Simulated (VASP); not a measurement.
Data:

```
CELL_PARAMETERS angstrom
     -1.96088     1.96088     1.96088
      1.96088    -1.96088     1.96088
      1.96088     1.96088    -1.96088
ATOMIC_POSITIONS crystal
  Tm 0.00000 0.00000 0.00000
```

Method: PBEsol GGA, VASP's PBE PAW potentials (set 64) (plane waves; VASP). Numerical set-up: 400 eV cut-off, 12×12×12 Γ-centred mesh, first-order Methfessel-Paxton smearing of 0.10 eV, potentials Tm_3.

The 4f electrons are frozen in the core of the lanthanide potential, so 4f levels, which can set the real gap, and their magnetism are missing. Energy and stress use the plane-wave basis of the starting cell.

Question: The ions, cell shape and volume are relaxed. Predict the relaxed structure.

Answer: 
```
CELL_PARAMETERS angstrom
     -1.93323     1.93323     1.93323
      1.93323    -1.93323     1.93323
      1.93323     1.93323    -1.93323
ATOMIC_POSITIONS crystal
  Tm 0.00000 0.00000 0.00000
```
Space group Im-3m (229), at a tolerance of 0.03 Å.

Question: How do energy and volume change from the first to the last step?

Answer: The energy (σ→0) changes by -7.4 meV/atom and the volume by -4.2 %, in 3 ionic steps.

| step | E(σ→0) (eV) | max force (eV/Å) | pressure (GPa) | volume (Å³) |
|---|---|---|---|---|
| 1 | -4.7436 | 0.000 | -1.83 | 30.16 |
| 2 | -4.7508 | 0.000 | 0.37 | 28.68 |
| 3 | -4.7510 | 0.000 | 0.02 | 28.90 |

The structure was generated: Tm was put into the bcc type (Im-3m), which need not be its known phase. This run relaxes it. Symmetry was kept, so distortions that lower it aren't found.
